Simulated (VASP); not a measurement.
These are PBE GGA, VASP's PBE PAW potentials (set 64) (plane waves; VASP) values and carry that method's errors.

VASP input:

File KPOINTS:
```
Automatic
0
gamma
 19 19 10
0 0 0
```

### POSCAR
```
Re
1
    1.4076000000    -2.4380350000     0.0000000000
    1.4076000000     2.4380350000     0.0000000000
    0.0000000000     0.0000000000     4.5492000000
Re
2
Direct
  0.3333330000   0.6666670000   0.2500000000
  0.6666670000   0.3333330000   0.7500000000
```

**INCAR**
```
GGA  =  PE
SIGMA  =  0.1
ALGO  =  Normal   # blocked Davidson
EDIFF  =  1E-6
PREC  =  Accurate
ISIF  =  2
LMAXMIX  =  6
LWAVE  =  F
SYSTEM  =  Re
LREAL  =  F
ISMEAR  =  1
NELM  =  100
ENCUT  =  400
LCHARG  =  F
LASPH  =  T   # aspherical one-centre terms
```

POTCAR, in this order: Re (PBE.64 set). Program: vasp_std.

Output of the run:

### OSZICAR
```
       N       E                     dE             d eps       ncg     rms          rms(c)
DAV:   1     0.180616773295E+02    0.18062E+02   -0.60690E+03 10217   0.139E+03
DAV:   2    -0.220351029861E+02   -0.40097E+02   -0.34897E+02  9134   0.320E+02
DAV:   3    -0.260683597683E+02   -0.40333E+01   -0.33990E+01  9516   0.148E+02
DAV:   4    -0.262920125918E+02   -0.22365E+00   -0.19915E+00  9502   0.175E+01
DAV:   5    -0.263024653040E+02   -0.10453E-01   -0.97719E-02  9397   0.254E+00    0.382E+01
DAV:   6    -0.251477482995E+02    0.11547E+01   -0.12942E+00  9914   0.351E+01    0.142E+01
DAV:   7    -0.247966275741E+02    0.35112E+00   -0.79014E-01 10264   0.262E+01    0.945E-01
DAV:   8    -0.247829116389E+02    0.13716E-01   -0.12068E-02 10414   0.158E+00    0.286E-01
DAV:   9    -0.247819336210E+02    0.97802E-03   -0.88950E-04 10385   0.418E-01    0.337E-02
DAV:  10    -0.247819533647E+02   -0.19744E-04   -0.38566E-05  8882   0.575E-02    0.723E-03
DAV:  11    -0.247899209589E+02   -0.79676E-02   -0.75981E-02  4824   0.184E-02    0.705E-03
DAV:  12    -0.249688620374E+02   -0.17894E+00   -0.21988E+00  4716   0.717E-02    0.134E-01
DAV:  13    -0.247819536030E+02    0.18691E+00   -0.27922E-01  4469   0.102E-01    0.584E-03
DAV:  14    -0.257950693317E+02   -0.10131E+01   -0.10127E+01  4284   0.989E-03    0.772E-02
DAV:  15    -0.247819534089E+02    0.10131E+01   -0.37886E-01  4167   0.791E-02    0.284E-03
DAV:  16    -0.247819532584E+02    0.15051E-06   -0.42952E-08  4029   0.756E-03
   1 F= -.24781953E+02 E0= -.24782013E+02  d E =0.178086E-03
```

**OUTCAR**
```
------------------------ aborting loop because EDIFF is reached ----------------------------------------
  FORCE on cell =-STRESS in cart. coord.  units (eV):
  Direction    XX          YY          ZZ          XY          YZ          ZX
  --------------------------------------------------------------------------------------
  Total       -2.9196330     -2.9196336     -2.9686097      0.0000000      0.0000000      0.0000000
  in kB     -149.8147656   -149.8148004   -152.3279020      0.0000000      0.0000000      0.0000000
  external PRESSURE =    -150.6524894 kB  Pullay stress =       0.0000000 kB
  volume of cell :       31.22
      direct lattice vectors                 reciprocal lattice vectors
     1.407600000 -2.438035000  0.000000000     0.355214550 -0.205083192  0.000000000
     1.407600000  2.438035000  0.000000000     0.355214550  0.205083192  0.000000000
     0.000000000  0.000000000  4.549200000     0.000000000  0.000000000  0.219818869
 POSITION                                       TOTAL-FORCE (eV/Angst)
 -----------------------------------------------------------------------------------
      1.40760      0.81268      1.13730        -0.000000     -0.000000      0.000000
      1.40760     -0.81268      3.41190         0.000000      0.000000      0.000000
 -----------------------------------------------------------------------------------
    total drift:                               -0.000000      0.000013     -0.000017
  FREE ENERGIE OF THE ION-ELECTRON SYSTEM (eV)
  ---------------------------------------------------
  free  energy   TOTEN  =       -24.7819532584 eV

  energy  without entropy=      -24.7821313446  energy(sigma->0) =      -24.78201262
```
(Selected blocks of OUTCAR.)

The compound is Re in the hcp structure. The cell was not relaxed at this level. The run is one of a series of settings (KPOINTS 19×19×10 Γ-centred mesh against the base run), some of them coarse on purpose.
